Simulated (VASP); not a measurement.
KBr (rock salt) relaxed at rising pressure, in one space group throughout; other phases were not tried. The pressures are those reached. These are PBEsol GGA, VASP's PBE PAW potentials (set 64) (plane waves; VASP 6.6.1) values and carry that method's errors.

| P (GPa) | V (Å³/atom) | k-mesh |
|---|---|---|
| 0.01 | 35.228 | 7×7×7 |
| 4.91 | 28.989 | 8×8×8 |
| 10.00 | 26.009 | 8×8×8 |
| 20.03 | 22.760 | 8×8×8 |
| 29.95 | 20.829 | 8×8×8 |

A change of mesh leaves a small step in the series.

Fit an equation of state and predict the volume at 44.98 GPa.

Least squares on the third-order Birch-Murnaghan form, P = (3B0/2)(y⁷ − y⁵)[1 + (3/4)(B′ − 4)(y² − 1)] with y = (V0/V)^(1/3), gives V0 = 35.221 Å³/atom, B0 = 16 GPa and B′ = 4.8, and so 18.923 Å³/atom. The run gave 18.890 Å³/atom, -0.2 % from the fit.

Pressures at which the relaxation failed are left out.

The compound is KBr in the rock salt structure.
